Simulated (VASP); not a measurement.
Here is a VASP 6.6.1 calculation.

INCAR

```
ALGO = Fast
EDIFF = 1E-6
EDIFFG = -0.02
ENCUT = 600
GGA = PE
IBRION = 2
ISIF = 3
ISMEAR = 0
IVDW = 12
LASPH = T
LCHARG = F
LREAL = F
LWAVE = F
NELM = 100
NSW = 70
PREC = Accurate
SIGMA = 0.1
```

KPOINTS

```
k-points
0
Gamma
  20 20 20
```

File POSCAR:

```
ZrC
1.0
    0.0000000000      2.3564331500      2.3564331500
    2.3564331500      0.0000000000      2.3564331500
    2.3564331500      2.3564331500      0.0000000000
Zr C
1 1
Direct
    0.0000000000      0.0000000000      0.0000000000
    0.5000000000      0.5000000000      0.5000000000
```

Potentials or basis: VASP PAW PBE potentials, release 64 (Zr_sv, C).

The run is started by

```bash
$ cat potpaw_PBE.64/Zr_sv/POTCAR potpaw_PBE.64/C/POTCAR > POTCAR
$ mpirun -np 1 vasp_std > vasp.out
```

Question: Predict the relaxed volume.

Answer: 12.77 Å³/atom.

Question: Predict the band gap on the k mesh.

Answer: None (metal or under the smearing width).

Question: What does it give for the dispersion energy per atom?

Answer: -0.407 eV.

The path:
```csv
step,energy change (eV),largest force (eV/Å),pressure (GPa),volume (Å³)
1,0.0000,0.0000,-5.47,26.17
2,0.0202,0.0000,10.25,24.51
3,-0.0112,0.0000,-0.05,25.54
```

Caveat: pairwise dispersion overbinds metals, which lowers pressure and volume.
